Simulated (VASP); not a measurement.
Given:

```xyz
12
Lattice="8.2908 0.0000 0.0000 0.0000 4.4037 2.4899 0.0000 -4.4037 2.4899" Properties=species:S:1:pos:R:3 pbc="T T T"
Si     7.7714     1.4492     2.5119
Si     0.5195    -1.4492     2.5119
Si     4.6649     1.4492     2.5119
Si     3.6259    -1.4492     2.5119
O      0.0000     0.0000     2.9983
O      4.1454     0.0000     2.9983
O      4.4978    -1.9096     1.2375
O      3.7930     1.9096     1.2375
O      7.9384    -1.9096     1.2375
O      0.3524     1.9096     1.2375
O      2.0727    -1.3858     2.0867
O      6.2181     1.3858     2.0867
```

All values below come from r2SCAN meta-GGA, VASP's PBE PAW potentials (set 64) (plane waves; VASP). Numerical set-up: 520 eV cut-off, 3×6×6 Γ-centred mesh, tetrahedra with Blöchl corrections, potentials Si O.

The cores are frozen, which limits the accuracy of field gradients.

**Question.** Give the principal components of the electric field gradient (V/Å²) and the asymmetry η at each nucleus.

**Answer.** 
| atom | Vxx | Vyy | Vzz | η |
|---|---|---|---|---|
| Si1 | 0.5 | 0.1 | -0.5 | 0.72 |
| Si2 | 0.5 | 0.1 | -0.5 | 0.72 |
| Si3 | 0.5 | 0.1 | -0.5 | 0.72 |
| Si4 | 0.5 | 0.1 | -0.5 | 0.72 |
| O5 | -50.7 | -35.7 | 86.4 | 0.17 |
| O6 | -50.7 | -35.7 | 86.4 | 0.17 |
| O7 | -50.4 | -37.1 | 87.5 | 0.15 |
| O8 | -50.4 | -37.1 | 87.5 | 0.15 |
| O9 | -50.4 | -37.1 | 87.5 | 0.15 |
| O10 | -50.4 | -37.1 | 87.5 | 0.15 |
| O11 | -49.7 | -38.3 | 88.0 | 0.13 |
| O12 | -49.7 | -38.3 | 88.0 | 0.13 |

The structure comes from a computed database's SiO2 entry (Ama2); how it stands against other phases isn't given here. It was relaxed first.
